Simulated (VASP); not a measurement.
The input files of a VASP run:

### POSCAR
```
MnO2
1.0
  4.2074523807   0.0000000000   0.0000000000
  0.0000000000   4.2074523807   0.0000000000
  0.0000000000   0.0000000000   2.7568200633
Mn O
2 4
Cart
  0.0000000000   0.0000000000   0.0000000000
  2.1037261904   2.1037261904   1.3784100317
  1.2681721026   1.2681721026   0.0000000000
  3.3718982930   0.8355540877   1.3784100317
  0.8355540877   3.3718982930   1.3784100317
  2.9392802781   2.9392802781   0.0000000000
```

**KPOINTS**
```
Automatic mesh
0
Gamma
7 7 11
0 0 0
```

**INCAR**
```
ALGO = Normal
EDIFF = 1E-6
EDIFFG = -0.02
ENCUT = 620
GGA = PE
IBRION = 2
ISIF = 3
ISMEAR = 1
ISPIN = 2
LASPH = .TRUE.
LCHARG = .FALSE.
LMAXMIX = 4
LORBIT = 10
LREAL = .FALSE.
LWAVE = .FALSE.
MAGMOM = 2.5 -2.5 -0.0 2*0.0 -0.0
NELM = 100
NSW = 40
PREC = Accurate
PSTRESS = 450
SIGMA = 0.1
SYSTEM = MnO2
```

POTCAR, in this order: Mn_pv O (PBE.64 set). Program: vasp_std.

Task: Write an equivalent input for Quantum ESPRESSO's pw.x.

Result: One equivalent input (not run):
```
&CONTROL
  calculation = 'vc-relax'
  pseudo_dir = './pseudo'
  outdir = './out'
  tprnfor = .true.
  tstress = .true.
  nstep = 40
  forc_conv_thr = 0.00078
/
&SYSTEM
  ibrav = 0
  nat = 6
  ntyp = 3
  ecutwfc = 96
  occupations = 'smearing'
  smearing = 'methfessel-paxton'
  degauss = 0.00735
  input_dft = 'pbe'
  nspin = 2
  starting_magnetization(1) = 0.25
  starting_magnetization(2) = -0.25
/
&ELECTRONS
  conv_thr = 7.3e-08
  electron_maxstep = 100
/
&IONS
/
&CELL
  press = 450
/
ATOMIC_SPECIES
  Mn1 54.938 Mn.upf
  Mn2 54.938 Mn.upf
  O 15.999 O.upf
CELL_PARAMETERS angstrom
     4.2074524    0.0000000    0.0000000
    -0.0000000    4.2074524    0.0000000
     0.0000000    0.0000000    2.7568201
ATOMIC_POSITIONS crystal
  Mn1  0.0000000  0.0000000  0.0000000
  Mn2  0.5000000  0.5000000  0.5000000
  O    0.3014109  0.3014109  0.0000000
  O    0.8014109  0.1985891  0.5000000
  O    0.1985891  0.8014109  0.5000000
  O    0.6985891  0.6985891  0.0000000
K_POINTS automatic
  7 7 11 0 0 0
```
Limits of the translation: the potentials are each code's own (VASP's PAW set, PseudoDojo norm-conserving files in pw.x), so ENCUT and ecutwfc are chosen apart and not converted; conv_thr bounds pw.x's estimated SCF error, while EDIFF bounds the energy change between steps; starting_magnetization is a fraction of the valence charge and MAGMOM a moment in μB, so they match only roughly; forc_conv_thr acts on force components and is met together with etot_conv_thr.

The compound is MnO2 in the rutile structure. It was relaxed first under an external pressure of 45 GPa.
